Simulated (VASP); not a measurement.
Given:

```xyz
3
Lattice="4.2055 0.0000 0.0000 -2.1027 3.6421 0.0000 0.0000 0.0000 6.1099" Properties=species:S:1:pos:R:3 pbc="T T T"
Sn     0.0000     0.0000     3.0549
Br     2.1027     1.2140     1.3772
Br     0.0000     2.4280     4.7327
```

These are LDA (Ceperley-Alder, Perdew-Zunger), VASP's LDA PAW potentials (set 64) (plane waves; VASP 6.6.1) values and carry that method's errors. Numerical set-up: 400 eV cut-off, Gaussian smearing of 0.050 eV, potentials Sn_d Br.

Unless said otherwise, spin-orbit coupling is left out, though it shifts the bands of the heavy elements here.

Task: Give the energies of bands 8 to 17 at the high-symmetry points, in eV from the valence-band maximum.

Result: 
```json
[
 {"band": "8", "Γ": "-6.67", "M": "-6.84", "K": "-6.88", "A": "-6.36", "L": "-6.89", "H": "-6.78"},
 {"band": "9", "Γ": "-2.10", "M": "-3.96", "K": "-3.55", "A": "-2.94", "L": "-4.62", "H": "-4.20"},
 {"band": "10", "Γ": "-2.10", "M": "-3.49", "K": "-3.55", "A": "-2.22", "L": "-2.85", "H": "-4.20"},
 {"band": "11", "Γ": "-2.01", "M": "-3.20", "K": "-3.22", "A": "-2.22", "L": "-2.64", "H": "-3.79"},
 {"band": "12", "Γ": "-2.01", "M": "-2.53", "K": "-2.76", "A": "-1.84", "L": "-2.31", "H": "-1.67"},
 {"band": "13", "Γ": "-1.57", "M": "-1.78", "K": "-2.76", "A": "-1.84", "L": "-2.22", "H": "-1.67"},
 {"band": "14", "Γ": "-1.52", "M": "-0.48", "K": "-0.81", "A": "-0.05", "L": "-0.82", "H": "0.00"},
 {"band": "15", "Γ": "1.97", "M": "2.41", "K": "4.01", "A": "1.55", "L": "2.71", "H": "3.07"},
 {"band": "16", "Γ": "3.46", "M": "3.67", "K": "4.01", "A": "3.20", "L": "3.81", "H": "3.07"},
 {"band": "17", "Γ": "3.46", "M": "4.60", "K": "4.48", "A": "3.20", "L": "4.19", "H": "4.13"}
]
```

The gap is indirect, 1.55 eV, from the valence maximum at H to the conduction minimum at A.

The structure comes from a computed database's SnBr2 entry (P-3m1); how it stands against other phases isn't given here. It was relaxed first, which changed the volume by -12 %.
